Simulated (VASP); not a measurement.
Output of a VASP run:

**OSZICAR**
```
...
DAV:   3    -0.202371189059E+02    0.22965E-01   -0.31943E-02  2700   0.180E+00    0.817E-02
DAV:   4    -0.202372146354E+02   -0.95729E-04   -0.33870E-03  2202   0.553E-01    0.599E-02
DAV:   5    -0.202372039786E+02    0.10657E-04   -0.15975E-04  2450   0.137E-01    0.206E-02
DAV:   6    -0.202372035301E+02    0.44848E-06   -0.75678E-06  2228   0.266E-02
   7 F= -.20237204E+02 E0= -.20237038E+02  d E =-.998466E-02
       N       E                     dE             d eps       ncg     rms          rms(c)
DAV:   1    -0.204726763940E+02   -0.23547E+00   -0.55816E+00  2180   0.212E+01    0.336E+00
DAV:   2    -0.203176448454E+02    0.15503E+00   -0.31674E-01  2206   0.726E+00    0.208E+00
DAV:   3    -0.202223975178E+02    0.95247E-01   -0.13150E-01  2512   0.336E+00    0.174E-01
DAV:   4    -0.202225924168E+02   -0.19490E-03   -0.13151E-02  2276   0.107E+00    0.125E-01
DAV:   5    -0.202225460689E+02    0.46348E-04   -0.76789E-04  2442   0.284E-01    0.477E-02
DAV:   6    -0.202225409122E+02    0.51566E-05   -0.38594E-05  2454   0.607E-02    0.123E-02
DAV:   7    -0.202225403892E+02    0.52301E-06   -0.34521E-06  1878   0.203E-02
   8 F= -.20222540E+02 E0= -.20222252E+02  d E =0.467848E-02
       N       E                     dE             d eps       ncg     rms          rms(c)
DAV:   1    -0.203980009713E+02   -0.17546E+00   -0.34802E+00  2230   0.163E+01    0.265E+00
DAV:   2    -0.202979566276E+02    0.10004E+00   -0.19119E-01  2134   0.545E+00    0.164E+00
DAV:   3    -0.202383344707E+02    0.59622E-01   -0.84105E-02  2634   0.263E+00    0.138E-01
DAV:   4    -0.202383759124E+02   -0.41442E-04   -0.84443E-03  2060   0.878E-01    0.947E-02
DAV:   5    -0.202383651181E+02    0.10794E-04   -0.44391E-04  2528   0.266E-01    0.295E-02
DAV:   6    -0.202383632718E+02    0.18463E-05   -0.25105E-05  2234   0.598E-02    0.960E-03
DAV:   7    -0.202383636110E+02   -0.33915E-06   -0.21996E-06  1536   0.150E-02
   9 F= -.20238364E+02 E0= -.20238075E+02  d E =-.111447E-01
       N       E                     dE             d eps       ncg     rms          rms(c)
DAV:   1    -0.202646473171E+02   -0.26284E-01   -0.40328E-01  2292   0.118E+01    0.948E-01
DAV:   2    -0.202450956286E+02    0.19552E-01   -0.29127E-02  2170   0.319E+00    0.487E-01
DAV:   3    -0.202387197789E+02    0.63758E-02   -0.11574E-02  2308   0.178E+00    0.103E-01
DAV:   4    -0.202383331751E+02    0.38660E-03   -0.77276E-04  2178   0.479E-01    0.502E-02
DAV:   5    -0.202382913237E+02    0.41851E-04   -0.30696E-05  2160   0.682E-02    0.185E-02
DAV:   6    -0.202382885474E+02    0.27763E-05   -0.91473E-06  1950   0.565E-02    0.490E-03
DAV:   7    -0.202382883295E+02    0.21788E-06   -0.34171E-07  1056   0.640E-03
  10 F= -.20238288E+02 E0= -.20237902E+02  d E =0.752815E-04
       N       E                     dE             d eps       ncg     rms          rms(c)
DAV:   1    -0.202458618566E+02   -0.75733E-02   -0.10769E-01  2286   0.598E+00    0.497E-01
DAV:   2    -0.202405272417E+02    0.53346E-02   -0.80664E-03  2168   0.170E+00    0.254E-01
DAV:   3    -0.202388088154E+02    0.17184E-02   -0.30514E-03  2330   0.919E-01    0.555E-02
DAV:   4    -0.202387086846E+02    0.10013E-03   -0.20296E-04  2180   0.246E-01    0.267E-02
DAV:   5    -0.202387010934E+02    0.75913E-05   -0.79451E-06  2086   0.347E-02    0.962E-03
DAV:   6    -0.202387014383E+02   -0.34493E-06   -0.21026E-06   990   0.275E-02
  11 F= -.20238701E+02 E0= -.20238361E+02  d E =-.337827E-03
```

OUTCAR:
```
------------------------ aborting loop because EDIFF is reached ----------------------------------------
  FORCE on cell =-STRESS in cart. coord.  units (eV):
  Direction    XX          YY          ZZ          XY          YZ          ZX
  --------------------------------------------------------------------------------------
  Total       -0.0055796     -0.0055796      0.0036176      0.0000000     -0.0000000      0.0000000
  in kB       -0.1267907     -0.1267907      0.0822057      0.0000000     -0.0000000      0.0000000
  external PRESSURE =      -0.0571252 kB  Pullay stress =       0.0000000 kB
  volume of cell :       70.51
      direct lattice vectors                 reciprocal lattice vectors
     3.790585281 -0.000000000 -0.000000000     0.263811503  0.152311644  0.000000000
    -1.895292641  3.282743117  0.000000000     0.000000000  0.304623287  0.000000000
    -0.000000000 -0.000000000  5.666083815     0.000000000  0.000000000  0.176488741
 POSITION                                       TOTAL-FORCE (eV/Angst)
 -----------------------------------------------------------------------------------
      0.00000     -0.00000      0.00000         0.000000      0.000000      0.000000
     -0.00000     -0.00000      2.83304         0.000000      0.000000      0.000000
     -0.00000      2.18850      1.41652        -0.000000      0.000000      0.000000
      1.89529      1.09425      4.24956         0.000000     -0.000000     -0.000000
 -----------------------------------------------------------------------------------
    total drift:                               -0.000000      0.000000      0.000000
  FREE ENERGIE OF THE ION-ELECTRON SYSTEM (eV)
  ---------------------------------------------------
  free  energy   TOTEN  =       -20.2387014383 eV

  energy  without entropy=      -20.2376809483  energy(sigma->0) =      -20.23836127

 reached required accuracy - stopping structural energy minimisation
```
(Selected blocks of OUTCAR.)

File POSCAR:
```
SiGe
1
    3.7187525566     0.0000000000    -0.0000000000
   -1.8593762783     3.2205341549    -0.0000000000
    0.0000000000    -0.0000000000     5.8561618049
Si Ge
2 2
Direct
  0.0000000000   0.0000000000   0.0000000000
  0.0000000000   0.0000000000   0.5000000000
  0.3333330000   0.6666670000   0.2500000000
  0.6666670000   0.3333330000   0.7500000000
```

Q: Write an INCAR and KPOINTS that could have produced this output.

A: One answer among several that fit: the input of the run itself, PBEsol GGA, plane waves, VASP's PBE PAW potentials (set 64).

KPOINTS:
```
K-points
0
gamma
 10 10 5
0 0 0
```

### INCAR
```
ALGO = Normal
EDIFF = 1E-6
EDIFFG = -0.02
ENCUT = 500
GGA = PS
IBRION = 2
ISIF = 3
ISMEAR = 1
LASPH = T
LCHARG = F
LMAXMIX = 4
LREAL = F
LWAVE = F
NELM = 100
NSW = 40
PREC = Accurate
SIGMA = 0.1
SYSTEM = SiGe
```

POTCAR, in this order: Si Ge_d (PBE.64 set). Program: vasp_std.

The structure was generated: SiGe was put into the NiAs type type (P6_3/mmc), which need not be its known phase. This run relaxes it. Symmetry was kept, so distortions that lower it aren't found.
